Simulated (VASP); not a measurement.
Here is the system:

```xyz
1
Lattice="-2.6530 2.6530 2.6530 2.6530 -2.6530 2.6530 2.6530 2.6530 -2.6530" Properties=species:S:1:pos:R:3 pbc="T T T"
K      0.0000     0.0000     0.0000
```

Computed with SCAN meta-GGA, VASP's PBE PAW potentials (set 64) (plane waves; VASP 6.6.1). Run with 520 eV cut-off, 11×11×11 Γ-centred mesh, tetrahedra with Blöchl corrections, potentials K_sv.

Give the energies of bands 5 to 7 at the high-symmetry points, in eV from the Fermi level.

```json
[
 {"band": "5", "Γ": "-2.27", "H": "1.78", "N": "0.48", "P": "1.48"},
 {"band": "6", "Γ": "4.59", "H": "1.78", "N": "0.62", "P": "1.48"},
 {"band": "7", "Γ": "4.59", "H": "3.51", "N": "3.35", "P": "1.48"}
]
```

It has no gap at this level: it comes out as a metal or semimetal.

The compound is K in the bcc structure. It was relaxed first.
